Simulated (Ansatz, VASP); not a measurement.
# SnSe2 in two plane-wave programs

Wanted: the spread between two codes on one cell, functional and k mesh. The cell is taken from a series of runs on this material, whose earlier steps may have relaxed, scaled, displaced or heated it; both programs get it as it stands.

Calculated with Ansatz 0.2.0; plane waves, with VASP 6.6.1 beside it; PBE.

## (1) Starting point

The cell holds 3 atoms: 1 Sn and 2 Se. Its edges and angles: a = 3.868 Å, b = 3.839 Å, c = 29.927 Å, α = 90.0°, β = 90.0°, γ = 120.2°. Vacuum lies along c.

Coordinates:

```cif
data_structure
_symmetry_space_group_name_H-M 'P 1'
_symmetry_Int_Tables_number 1
_cell_length_a 3.8683
_cell_length_b 3.8394
_cell_length_c 29.9272
_cell_angle_alpha 90.000
_cell_angle_beta 90.000
_cell_angle_gamma 120.250
_cell_volume 383.95
loop_
_atom_site_label
_atom_site_type_symbol
_atom_site_fract_x
_atom_site_fract_y
_atom_site_fract_z
_atom_site_occupancy
Sn1 Sn 0.00000 0.00000 0.33414 1
Se2 Se 0.33358 0.66715 0.38765 1
Se3 Se 0.66642 0.33285 0.28064 1
```

## (2) VASP: zone-centre phonons, PBE, pair 1

Second derivatives magnify differences that forces hide, and they need a tight electronic threshold.

Lines of VASP's logs that name or quote its potential files are left out, and so is its time.

Contents of INCAR:

```
SYSTEM = SnSe2
PREC = Accurate
ENCUT = 500
EDIFF = 1E-08
NELM = 120
ISMEAR = 0
SIGMA = 0.01
LREAL = .FALSE.
ALGO = Normal
GGA = PE
NBANDS = 19
LORBIT = 11
LWAVE = .FALSE.
LCHARG = .FALSE.
ISIF = 2
IBRION = 8
LASPH = .TRUE.
GGA_COMPAT = .FALSE.
EFERMI = MIDGAP
NELMDL = -8
KPAR = 2
```

Contents of POSCAR:

```
SnSe2
1.0
    3.8683279779      0.0000000000      0.0000000000
   -1.9341639889      3.3165695961      0.0000000000
    0.0000000000      0.0000000000     29.9272000000
Sn Se
1 2
Direct
    0.0000000000      0.0000000000      0.3341441899
    0.3335750736      0.6671501471      0.3876458063
    0.6664249264      0.3328498529      0.2806425735
```

Contents of KPOINTS:

```
Automatic mesh
0
Gamma
9 9 1
0 0 0
```

The projector-augmented-wave data sets are Sn_d and Se (PBE family, release 64).

Started as:

```console
$ mpirun -np 2 vasp_std
```

Numbers of over 12 decimals in the logs are rounded to 6 here.

What it wrote:

```text
[banner, memory and clock lines left out]
running    2 mpi-ranks, on    1 nodes
 distrk:  each k-point on    1 cores,    2 groups
 distr:  one band on    1 cores,    1 groups

 POSCAR found type information on POSCAR SnSe
 POSCAR found :  2 types and       3 ions
 LDA part: xc-table for (Slater+PW92), standard interpolation
 POSCAR, INCAR and KPOINTS ok, starting setup
 FFT: planning ... GRIDC
 FFT: planning ... GRID_SOFT
 FFT: planning ... GRID
 WAVECAR not read
 entering main loop
       N       E                     dE             d eps       ncg     rms          rms(c)
DAV:   1     0.173707845414E+03    0.17371E+03   -0.10201E+04  1134   0.983E+02
DAV:   2     0.856255939687E+01   -0.16515E+03   -0.16094E+03  1292   0.215E+02
DAV:   3    -0.115208016323E+02   -0.20083E+02   -0.19907E+02  1172   0.863E+01
DAV:   4    -0.121259242958E+02   -0.60512E+00   -0.60424E+00  1306   0.183E+01
DAV:   5    -0.121380418143E+02   -0.12118E-01   -0.12117E-01  1373   0.268E+00
DAV:   6    -0.121382871431E+02   -0.24533E-03   -0.24533E-03  1314   0.322E-01
DAV:   7    -0.121383027314E+02   -0.15588E-04   -0.15588E-04  1446   0.641E-02
DAV:   8    -0.121383028336E+02   -0.10218E-06   -0.10200E-06  1335   0.560E-03    0.472E+00
DAV:   9    -0.118791110466E+02    0.25919E+00   -0.59302E-01  1449   0.780E+00    0.306E+00
DAV:  10    -0.118639186698E+02    0.15192E-01   -0.22537E-01  1097   0.311E+00    0.511E-01
DAV:  11    -0.118600854224E+02    0.38332E-02   -0.25327E-02  1203   0.158E+00    0.284E-01
DAV:  12    -0.118603740602E+02   -0.28864E-03   -0.24255E-03  1117   0.320E-01    0.606E-02
DAV:  13    -0.118603747971E+02   -0.73683E-06   -0.14719E-04  1385   0.114E-01    0.315E-02
DAV:  14    -0.118603945340E+02   -0.19737E-04   -0.93073E-05  1170   0.491E-02    0.101E-02
[...]
DAV:  21    -0.118605966230E+02   -0.30091E-05   -0.47565E-08  1034   0.157E-03    0.169E-04
DAV:  22    -0.118605983949E+02   -0.17718E-05   -0.42833E-08  1041   0.611E-04    0.276E-04
DAV:  23    -0.118605995588E+02   -0.11639E-05   -0.15005E-08   970   0.351E-04    0.222E-04
DAV:  24    -0.118606000371E+02   -0.47831E-06   -0.30415E-09  1099   0.247E-04    0.602E-05
DAV:  25    -0.118606002846E+02   -0.24744E-06   -0.10616E-09   961   0.147E-04    0.876E-05
DAV:  26    -0.118606003394E+02   -0.54874E-07    0.15122E-09  1064   0.780E-05    0.217E-05
DAV:  27    -0.118606003506E+02   -0.11112E-07    0.17535E-09   933   0.622E-05    0.801E-06
DAV:  28    -0.118606003559E+02   -0.53619E-08    0.17763E-09   860   0.317E-05
   1 F= -.11860600E+02 E0= -.11860600E+02  d E =0.000000E+00
 Linear response reoptimize wavefunctions to high precision
DAV:   1    -0.118606003579E+02   -0.20045E-08    0.17936E-09   960   0.164E-05
DAV:   2    -0.118606003579E+02    0.90949E-11    0.17979E-09   679   0.823E-06
DAV:   3    -0.118606003579E+02   -0.14552E-10    0.17957E-09   673   0.515E-06
 Linear response DOF=           6
 Linear response progress:
  Degree of freedom:   1/  6
       N       E                     dE             d eps       ncg     rms          rms(c)
RMM:   1    -0.208747557695E+00   -0.20875E+00    0.74907E-01  1143   0.130E+01
RMM:   2    -0.213938964779E+00   -0.51914E-02   -0.14155E-02  1701   0.890E-01    0.727E-02
RMM:   3    -0.213814647507E+00    0.12432E-03   -0.12464E-03  1827   0.240E-01    0.385E-02
RMM:   4    -0.213567766387E+00    0.24688E-03   -0.12268E-04  1879   0.799E-02    0.198E-02
RMM:   5    -0.213433852976E+00    0.13391E-03   -0.23039E-05  1818   0.344E-02    0.511E-03
RMM:   6    -0.213429042511E+00    0.48105E-05   -0.29150E-06  2025   0.129E-02    0.227E-03
RMM:   7    -0.213437895395E+00   -0.88529E-05   -0.45024E-07  1964   0.493E-03    0.500E-04
RMM:   8    -0.213437427815E+00    0.46758E-06   -0.11590E-07  2038   0.194E-03    0.264E-04
RMM:   9    -0.213438969280E+00   -0.15415E-05   -0.58939E-08  1964   0.848E-04    0.215E-05
RMM:  10    -0.213439142568E+00   -0.17329E-06    0.62872E-08  2158   0.380E-04    0.175E-05
RMM:  11    -0.213439209505E+00   -0.66937E-07    0.35341E-08  2116   0.173E-04    0.115E-05
RMM:  12    -0.213439240968E+00   -0.31463E-07    0.88457E-10  2094   0.889E-05    0.412E-06
RMM:  13    -0.213439228455E+00    0.12513E-07    0.84141E-10  2034   0.488E-05    0.369E-06
RMM:  14    -0.213439215215E+00    0.13240E-07    0.76303E-09  2081   0.282E-05    0.112E-06
RMM:  15    -0.213439214327E+00    0.88793E-09    0.35000E-09  1637   0.176E-05    0.144E-06
 first order change of Fermi-energy   0.11410E-03
 force on displaced ion       1 direction 1 :  -4.792   0.000   0.000
 Linear response progress:
  Degree of freedom:   2/  6
       N       E                     dE             d eps       ncg     rms          rms(c)
RMM:   1    -0.208567147583E+00   -0.20857E+00    0.75689E-01  1145   0.131E+01
RMM:   2    -0.213793751684E+00   -0.52266E-02   -0.14257E-02  1703   0.892E-01    0.729E-02
RMM:   3    -0.213672162753E+00    0.12159E-03   -0.12517E-03  1861   0.239E-01    0.385E-02
RMM:   4    -0.213424868304E+00    0.24729E-03   -0.12073E-04  1894   0.787E-02    0.199E-02
RMM:   5    -0.213289467187E+00    0.13540E-03   -0.23098E-05  1832   0.342E-02    0.504E-03
RMM:   6    -0.213285488172E+00    0.39790E-05   -0.29898E-06  2075   0.130E-02    0.241E-03
RMM:   7    -0.213295095366E+00   -0.96072E-05   -0.45330E-07  1970   0.498E-03    0.607E-04
[...]
first order change of Fermi-energy   0.40293E-03
 force on displaced ion       1 direction 2 :  -0.000  -5.020  -0.197
 Linear response progress:
  Degree of freedom:   3/  6
       N       E                     dE             d eps       ncg     rms          rms(c)
RMM:   1    -0.236375874445E+00   -0.23638E+00    0.78518E-01  1159   0.135E+01
RMM:   2    -0.240423367247E+00   -0.40475E-02   -0.16705E-02  1721   0.904E-01    0.110E-01
RMM:   3    -0.239361513294E+00    0.10619E-02   -0.19121E-03  1901   0.277E-01    0.693E-02
RMM:   4    -0.238814504402E+00    0.54701E-03   -0.26469E-04  1872   0.103E-01    0.396E-02
RMM:   5    -0.238284580258E+00    0.52992E-03   -0.20063E-04  1869   0.793E-02    0.114E-02
RMM:   6    -0.238244411437E+00    0.40169E-04   -0.41730E-05  2017   0.294E-02    0.626E-03
RMM:   7    -0.238315658428E+00   -0.71247E-04   -0.17871E-05  1904   0.126E-02    0.174E-03
RMM:   8    -0.238301960713E+00    0.13698E-04   -0.50006E-06  1909   0.550E-03    0.110E-03
RMM:   9    -0.238312948177E+00   -0.10987E-04   -0.21074E-06  1949   0.241E-03    0.179E-04
RMM:  10    -0.238314153075E+00   -0.12049E-05   -0.29581E-06  2064   0.972E-04    0.122E-04
RMM:  11    -0.238317017668E+00   -0.28646E-05   -0.43224E-07  1895   0.944E-04    0.169E-04
RMM:  12    -0.238316551548E+00    0.46612E-06    0.74187E-07  2043   0.327E-04    0.161E-04
RMM:  13    -0.238314923171E+00    0.16284E-05    0.77449E-08  1915   0.321E-04    0.435E-05
RMM:  14    -0.238314737206E+00    0.18597E-06    0.26611E-07  2052   0.114E-04    0.195E-05
RMM:  15    -0.238314489487E+00    0.24772E-06    0.22586E-08  1927   0.745E-05    0.147E-05
RMM:  16    -0.238314450649E+00    0.38838E-07    0.17049E-08  2014   0.371E-05    0.100E-05
RMM:  17    -0.238314637946E+00   -0.18730E-06   -0.23800E-08  1912   0.391E-05    0.589E-06
RMM:  18    -0.238314609944E+00    0.28002E-07   -0.57738E-08  1937   0.145E-05    0.382E-06
RMM:  19    -0.238314605423E+00    0.45206E-08   -0.34242E-08  1932   0.146E-05    0.267E-06
 first order change of Fermi-energy   0.59394E-03
 force on displaced ion       1 direction 3 :  -0.000  -0.197 -15.679
 Linear response progress:
  Degree of freedom:   4/  6
       N       E                     dE             d eps       ncg     rms          rms(c)
RMM:   1    -0.790576338031E-01   -0.79058E-01    0.66338E-02  3600   0.140E+00
RMM:   2    -0.787385502127E-01    0.31908E-03   -0.24384E-03  2649   0.266E-01    0.855E-02
RMM:   3    -0.789523054217E-01   -0.21376E-03   -0.18227E-04  2938   0.796E-02    0.455E-02
RMM:   4    -0.792629282302E-01   -0.31062E-03   -0.61993E-05  3017   0.475E-02    0.734E-03
RMM:   5    -0.792850966940E-01   -0.22168E-04   -0.54073E-06  3202   0.148E-02    0.356E-03
RMM:   6    -0.792777592601E-01    0.73374E-05   -0.50727E-07  3180   0.400E-03    0.124E-03
RMM:   7    -0.792830434157E-01   -0.52842E-05   -0.78336E-08  3230   0.156E-03    0.419E-04
RMM:   8    -0.792842352211E-01   -0.11918E-05    0.19274E-07  3266   0.524E-04    0.721E-05
RMM:   9    -0.792841205602E-01    0.11466E-06    0.26628E-07  3392   0.187E-04    0.212E-05
RMM:  10    -0.792840420020E-01    0.78558E-07   -0.56385E-09  3438   0.629E-05    0.723E-06
RMM:  11    -0.792840836081E-01   -0.41606E-07    0.53964E-11  3245   0.267E-05    0.252E-06
RMM:  12    -0.792840860793E-01   -0.24712E-08    0.10042E-08  3488   0.105E-05    0.103E-06
 first order change of Fermi-energy  -0.18919E-03
 force on displaced ion       2 direction 1 :  -2.771  -0.003   0.001
 Linear response progress:
  Degree of freedom:   5/  6
       N       E                     dE             d eps       ncg     rms          rms(c)
RMM:   1    -0.790335077380E-01   -0.79034E-01    0.64233E-02  2185   0.140E+00
RMM:   2    -0.785514252417E-01    0.48208E-03   -0.24445E-03  1620   0.269E-01    0.853E-02
RMM:   3    -0.787659218909E-01   -0.21450E-03   -0.17951E-04  1785   0.799E-02    0.455E-02
RMM:   4    -0.790782892279E-01   -0.31237E-03   -0.59108E-05  1836   0.466E-02    0.727E-03
RMM:   5    -0.791008456353E-01   -0.22556E-04   -0.54234E-06  1953   0.148E-02    0.364E-03
RMM:   6    -0.790935139184E-01    0.73317E-05   -0.50131E-07  1941   0.423E-03    0.120E-03
RMM:   7    -0.790990511343E-01   -0.55372E-05   -0.64165E-08  1961   0.154E-03    0.441E-04
RMM:   8    -0.791002623743E-01   -0.12112E-05   -0.17195E-08  1930   0.521E-04    0.725E-05
RMM:   9    -0.791002475109E-01    0.14863E-07    0.10266E-07  2077   0.193E-04    0.280E-05
RMM:  10    -0.791001233210E-01    0.12419E-06    0.36210E-08  2053   0.612E-05    0.721E-06
RMM:  11    -0.791001665077E-01   -0.43187E-07   -0.64254E-10  2011   0.252E-05    0.298E-06
RMM:  12    -0.791001690939E-01   -0.25862E-08   -0.11165E-08  2095   0.117E-05    0.141E-06
 first order change of Fermi-energy  -0.58477E-01
 force on displaced ion       2 direction 2 :  -0.000  -2.863  -0.066
 Linear response progress:
  Degree of freedom:   6/  6
       N       E                     dE             d eps       ncg     rms          rms(c)
RMM:   1    -0.115168459611E+00   -0.11517E+00    0.66350E-02  2177   0.148E+00
RMM:   2    -0.113432328216E+00    0.17361E-02   -0.22979E-03  1708   0.242E-01    0.933E-02
RMM:   3    -0.113216699577E+00    0.21563E-03   -0.27798E-04  1848   0.902E-02    0.428E-02
RMM:   4    -0.113162637956E+00    0.54062E-04   -0.59195E-05  1882   0.420E-02    0.232E-02
RMM:   5    -0.113154038217E+00    0.85997E-05   -0.29511E-05  1876   0.284E-02    0.804E-03
RMM:   6    -0.113148283312E+00    0.57549E-05   -0.22163E-06  1945   0.917E-03    0.339E-03
RMM:   7    -0.113147140141E+00    0.11432E-05   -0.62579E-07  1919   0.392E-03    0.624E-04
RMM:   8    -0.113149559079E+00   -0.24189E-05   -0.31918E-08  1836   0.149E-03    0.304E-04
RMM:   9    -0.113152056817E+00   -0.24977E-05    0.28200E-08  1850   0.910E-04    0.197E-04
RMM:  10    -0.113153080488E+00   -0.10237E-05    0.35426E-07  1897   0.490E-04    0.944E-05
RMM:  11    -0.113154935613E+00   -0.18551E-05    0.38990E-08  1889   0.532E-04    0.653E-05
RMM:  12    -0.113155560515E+00   -0.62490E-06    0.26770E-08  1916   0.302E-04    0.385E-05
RMM:  13    -0.113155575208E+00   -0.14693E-07   -0.33748E-07  1956   0.127E-04    0.233E-05
RMM:  14    -0.113155538144E+00    0.37064E-07   -0.46920E-08  1978   0.898E-05    0.980E-06
RMM:  15    -0.113155545457E+00   -0.73133E-08   -0.69843E-09  1903   0.511E-05    0.733E-06
 first order change of Fermi-energy   0.31416E+00
 force on displaced ion       2 direction 3 :  -0.000  -0.071  -8.562
 Linear response finished
```

From OUTCAR (step 2):

```text
ion  position               nearest neighbor table
   1  0.000  0.000  0.334-   2 2.73   3 2.73   3 2.74   2 2.74   2 2.74   3 2.74
   2  0.334  0.667  0.388-   1 2.73   1 2.74   1 2.74
   3  0.666  0.333  0.281-   1 2.73   1 2.74   1 2.74

  LATTYP: Found a base centered orthorhombic cell.
 ALAT       =     3.8683279779
 B/A-ratio  =     1.7147302995
 C/A-ratio  =     7.7364691337

 Subroutine GETGRP returns: Found  4 space group operations
 (whereof  2 operations were pure point group operations)

The static configuration has the point symmetry C_1h.
 The point group associated with its full space group is C_2h.

 Found     25 irreducible k-points:

   k-points           NKPTS =     25   k-points in BZ     NKDIM =     25   number of bands    NBANDS=     19

   dimension x,y,z NGX =    28 NGY =   28 NGZ =  224
   dimension x,y,z NGXF=    56 NGYF=   56 NGZF=  448

   ENCUT  =  500.0 eV  36.75 Ry    6.06 a.u.   7.05  7.00 54.56*2*pi/ulx,y,z

   NELECT =      26.0000    total number of electrons

 k-points in reciprocal lattice and weights: Automatic mesh
   0.00000000  0.00000000  0.00000000       0.012
   0.11111111 -0.00000000  0.00000000       0.049
   0.22222222 -0.00000000  0.00000000       0.049
   0.33333333  0.00000000  0.00000000       0.049
   0.44444444 -0.00000000  0.00000000       0.049
   0.00000000  0.11111111  0.00000000       0.025
   0.11111111  0.11111111  0.00000000       0.049
   0.22222222  0.11111111  0.00000000       0.049
   0.33333333  0.11111111  0.00000000       0.049
[...]
0.00000000  0.44444444  0.00000000       0.025
   0.11111111  0.44444444  0.00000000       0.025

 average (electrostatic) potential at core
       1-110.7302       2 -61.3726       3 -61.3726

  Total        0.1495404      0.5169957      0.0330735      0.0000000      0.0022882      0.0000000
  in kB        0.6240085      2.1573421      0.1380105      0.0000000      0.0095485      0.0000000
  external PRESSURE =       0.9731204 kB  Pullay stress =       0.0000000 kB

  energy-cutoff  :      500.00
  volume of cell :      383.95
      direct lattice vectors                 reciprocal lattice vectors
     3.868327978  0.000000000  0.000000000     0.258509621  0.150758181  0.000000000
    -1.934163989  3.316569596  0.000000000     0.000000000  0.301516362  0.000000000
     0.000000000  0.000000000 29.927200000     0.000000000  0.000000000  0.033414419

 POSITION                                       TOTAL-FORCE (eV/Angst)
 -----------------------------------------------------------------------------------
      0.00000      0.00000     10.00000         0.000000      0.000000      0.000000
      0.00000      2.21265     11.60115         0.000000      0.000723      0.014059
      1.93416      1.10392      8.39885        -0.000000     -0.000723     -0.014059
 -----------------------------------------------------------------------------------
    total drift:                               -0.000000     -0.000000      0.000081

 Eigenvectors and eigenvalues of the dynamical matrix
 ----------------------------------------------------

   1 f  =    7.524054 THz    47.275026 2PiTHz  250.975427 cm-1    31.116973 meV
             X         Y         Z           dx          dy          dz
      0.000000  0.000000 10.000000    -0.000000   -0.013952   -0.755086
      0.000000  2.212650 11.601154     0.000000    0.008469    0.463415
      1.934164  1.103920  8.398846     0.000000    0.008469    0.463415

   2 f  =    5.356016 THz    33.652843 2PiTHz  178.657472 cm-1    22.150693 meV
             X         Y         Z           dx          dy          dz
      0.000000  0.000000 10.000000     0.000000   -0.000000   -0.000000
      0.000000  2.212650 11.601154     0.000000    0.004624    0.707092
      1.934164  1.103920  8.398846    -0.000000   -0.004624   -0.707092

   3 f  =    4.246724 THz    26.682953 2PiTHz  141.655460 cm-1    17.563031 meV
             X         Y         Z           dx          dy          dz
      0.000000  0.000000 10.000000     0.000000    0.756606   -0.013996
      0.000000  2.212650 11.601154    -0.000000   -0.462174    0.008433
      1.934164  1.103920  8.398846    -0.000000   -0.462174    0.008433

   4 f  =    4.146435 THz    26.052817 2PiTHz  138.310171 cm-1    17.148268 meV
             X         Y         Z           dx          dy          dz
      0.000000  0.000000 10.000000     0.757500   -0.000000    0.000000
      0.000000  2.212650 11.601154    -0.461624    0.000000   -0.000000
      1.934164  1.103920  8.398846    -0.461624    0.000000   -0.000000

   5 f  =    3.164096 THz    19.880599 2PiTHz  105.542871 cm-1    13.085642 meV
             X         Y         Z           dx          dy          dz
      0.000000  0.000000 10.000000     0.000000    0.000000    0.000000
      0.000000  2.212650 11.601154     0.000000    0.707092   -0.004624
      1.934164  1.103920  8.398846    -0.000000   -0.707092    0.004624

   6 f  =    3.134980 THz    19.697663 2PiTHz  104.571689 cm-1    12.965231 meV
             X         Y         Z           dx          dy          dz
      0.000000  0.000000 10.000000     0.000000   -0.000000   -0.000000
      0.000000  2.212650 11.601154    -0.707107    0.000000   -0.000000
      1.934164  1.103920  8.398846     0.707107   -0.000000    0.000000

   7 f/i=    0.003854 THz     0.024217 2PiTHz    0.128565 cm-1     0.015940 meV
             X         Y         Z           dx          dy          dz
      0.000000  0.000000 10.000000    -0.000000    0.115426    0.645193
      0.000000  2.212650 11.601154    -0.000000    0.094301    0.525651
      1.934164  1.103920  8.398846    -0.000000    0.094301    0.525651

   8 f/i=    0.007738 THz     0.048622 2PiTHz    0.258124 cm-1     0.032003 meV
             X         Y         Z           dx          dy          dz
      0.000000  0.000000 10.000000    -0.000000    0.643451   -0.115653
      0.000000  2.212650 11.601154    -0.000000    0.526717   -0.094162
      1.934164  1.103920  8.398846    -0.000000    0.526717   -0.094162

   9 f/i=    0.012300 THz     0.077286 2PiTHz    0.410299 cm-1     0.050871 meV
             X         Y         Z           dx          dy          dz
      0.000000  0.000000 10.000000     0.652835    0.000000    0.000000
      0.000000  2.212650 11.601154     0.535633    0.000000    0.000000
      1.934164  1.103920  8.398846     0.535633    0.000000    0.000000

 ELASTIC MODULI CONTR FROM IONIC RELAXATION (kBar)
 Direction    XX          YY          ZZ          XY          YZ          ZX
 --------------------------------------------------------------------------------
 XX         -30.2913    -28.8296    -76.2650     -0.0000      4.7802      0.0000
 YY         -28.8296    -30.9349    -76.0865     -0.0000     -8.1385     -0.0000
 ZZ         -76.2650    -76.0865   -195.5207     -0.0000     -0.6719     -0.0000
 XY          -0.0000     -0.0000     -0.0000     -0.0005     -0.0000      0.1888
 YZ           4.7802     -8.1385     -0.6719     -0.0000    -46.7970     -0.0000
 ZX           0.0000     -0.0000     -0.0000      0.1888     -0.0000    -77.2828
 --------------------------------------------------------------------------------
```

(Continued in part 2 of 2.)

[Lines on the potential files, build, host, timing and source positions are cut from VASP's logs without a mark.]

[Logs are printed without paths, hosts, clocks, repeated set-up lines and the standing remarks that a program may print on its own settings, such as how far it seeks lower states.]

[Hosts, paths, dates, database ids (printed as entryN), source tags and the programs' standing remarks are cut or masked in the printed files.]
